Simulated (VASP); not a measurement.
Consider the following.

```
SrO
1.0
    0.00000     2.58635     2.58635
    2.58635     0.00000     2.58635
    2.58635     2.58635     0.00000
Sr O
1 1
Cartesian
  0.00000   0.00000   0.00000
  2.58635   2.58635   2.58635
```

Computed with optB88-vdW, VASP's PBE PAW potentials (set 64) (plane waves; VASP). Run with 520 eV cut-off, 10×10×10 Γ-centred mesh, tetrahedra with Blöchl corrections, potentials Sr_sv O.

Task: The job: SrO (rock salt), 2 atoms, optB88-vdW, static run, 520 eV, 10×10×10 Γ-centred mesh. Roughly how much core time does it take on a busy server core?

Result: About 30 core-seconds (one run on a shared machine, a rough figure). It had 47 irreducible k-points, 12 bands, up to 951 plane waves and 15 electronic steps.

The compound is SrO in the rock salt structure. It was relaxed first.
